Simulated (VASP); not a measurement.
An input for Ansatz (written as the equivalent of a VASP run, and not itself run):

Ansatz 0.2 input:
```yaml
crystal:
  lattice:
    - [3.2423011, 0.0000000, 0.0000000]
    - [0.0000000, 3.2423011, 0.0000000]
    - [0.0000000, 0.0000000, 3.2423011]
  atoms:
    - { symbol: In, position: [0.5000000, 0.5000000, 0.5000000] }
    - { symbol: Pd, position: [0.0000000, 0.0000000, 0.0000000] }
kpoints:
  mp_grid: { grid: [10, 10, 10] }
hamiltonian:
  xc: pbesol
  pseudopotentials: { kind: paw }
scf:
  occupations: { method: methfessel_paxton, width: 0.1 }
  max_iter: 100
relax:
  max_steps: 40
  f_tol: 0.01
  cell: { p_target: 1 }
output: { forces: true, stress: true, eigenvalues: true }
```

Problem. Translate this input to VASP (INCAR, KPOINTS, POSCAR, choice of POTCAR).

Solution. This is not unique; one that fits is 
File KPOINTS:
```
kpoints
0
gamma
  10 10 10
```

**INCAR**
```
ALGO  =  Normal
EDIFF  =  1E-7
EDIFFG  =  -0.01
ENCUT  =  480
GGA  =  PS
IBRION  =  2
ISIF  =  3
ISMEAR  =  1
LASPH  =  .True.
LCHARG  =  .False.
LMAXMIX  =  4
LREAL  =  .False.
LWAVE  =  .False.
NELM  =  100
NSW  =  40
PREC  =  Accurate
PSTRESS  =  10
SIGMA  =  0.1
SYSTEM  =  PdIn
```

File POSCAR:
```
PdIn
1
    3.2423011221    -0.0000000000     0.0000000000
   -0.0000000000     3.2423011221     0.0000000000
   -0.0000000000    -0.0000000000     3.2423011221
In Pd
1 1
Direct
  0.5000000000   0.5000000000   0.5000000000
  0.0000000000   0.0000000000   0.0000000000
```

POTCAR, in this order: In_d Pd (PBE.64 set). Program: vasp_std.

Limits of the translation: each code has its own PAW files, so the cut-off isn't converted (ENCUT is set for VASP's; basis.ecutwfc is left out, and Ansatz then takes the one that its files recommend); Ansatz stops its SCF on the density residual and VASP on the energy change (EDIFF).

The compound is PdIn in the CsCl type structure. It was relaxed first under an external pressure of 1 GPa.
